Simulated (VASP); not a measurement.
A run of VASP 6.6.1:

INCAR

```
SYSTEM = LiY3
PREC = Accurate
ENCUT = 600
EDIFF = 1E-6
ISMEAR = -1
SIGMA = 0.05
LREAL = .False.
LASPH = .True.
NELM = 80
ALGO = Normal
ISIF = 3
LWAVE = .False.
LCHARG = .False.
GGA = RP
IVDW = 13
IBRION = 2
NSW = 40
EDIFFG = -0.005
```

File KPOINTS:

```
Automatic mesh
0
Gamma
  6 6 6
  0 0 0
```

File POSCAR:

```
LiY3
1.0
   -2.3671900000      2.3671900000      5.3266430000
    2.3671900000     -2.3671900000      5.3266430000
    2.3671900000      2.3671900000     -5.3266430000
Y Li
3 1
Direct
    0.5000000000      0.5000000000      0.0000000000
    0.2500000000      0.7500000000      0.5000000000
    0.7500000000      0.2500000000      0.5000000000
    0.0000000000      0.0000000000      0.0000000000
```

Potentials or basis: VASP PAW PBE potentials, release 64 (Y_sv, Li_sv).

Run with:

```bash
$ cat potpaw_PBE.64/Y_sv/POTCAR potpaw_PBE.64/Li_sv/POTCAR > POTCAR
$ mpirun -np 1 vasp_std > vasp.out
```

Hardware: 1 thread of Intel(R) Xeon(R) 6975P-C (Granite Rapids), on a shared host.

Estimate the wall time of this run.

Wall time 7 min on 1 thread of Intel(R) Xeon(R) 6975P-C (Granite Rapids) (shared host), peak memory 0.42 GiB. Counts: scf iterations 58, k points 30, ion steps 7.
